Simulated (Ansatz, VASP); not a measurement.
Two plane-wave programs on Hf2BeCl

```xyz
4
Lattice="3.4580 0.0000 0.0000 -1.7290 2.9947 0.0000 0.0000 0.0000 7.1349" Properties=species:S:1:pos:R:3 pbc="T T T"
Hf    0.0000    0.0000    5.4694
Hf    0.0000    0.0000    1.6656
Be    0.0000    1.9965    3.5675
Cl    0.0000    1.9965    0.0000
```

Alike in both runs: task single point; functional PBE; k mesh 6 × 6 × 4; occupations gaussian, width 0.1 eV; no spin polarisation.

|  | VASP | Ansatz |
| --- | --- | --- |
| version | VASP 6.6.1 | Ansatz 0.2.0 |
| potentials or method | VASP PAW PBE potentials, release 64 (Hf_pv, Be, Cl) | scalar-relativistic, plane waves, PAW |
| plane-wave cutoff (eV) | 520 | 420 |
| valence electrons in the cell | 29 | 61 |

VASP gave:

```
gap on the k mesh at the Fermi level (eV)       : none
pressure (GPa)                                  : -4.5
largest component of the traceless stress (GPa) : 7.25
rms of the force components (eV/Å)              : 0.508
```

Which values does Ansatz return?

gap on the k mesh at the Fermi level (eV): none; pressure (GPa): -4.1; largest component of the traceless stress (GPa): 7.31; rms of the force components (eV/Å): 0.524.

Atom by atom the forces differ by 0.016 eV/Å (rms over components). A gap of «none» marks a metal or a gap that the smearing closes. With one functional, cell and mesh, what is left measures potentials, basis and numerics. The two sets of potentials don't hold the same shells in valence.

Caveats: an odd number of electrons without spin polarisation forces a metal; a magnetic or distorted state may lie lower. Spin-orbit coupling is left out, which matters for the levels of Hf.
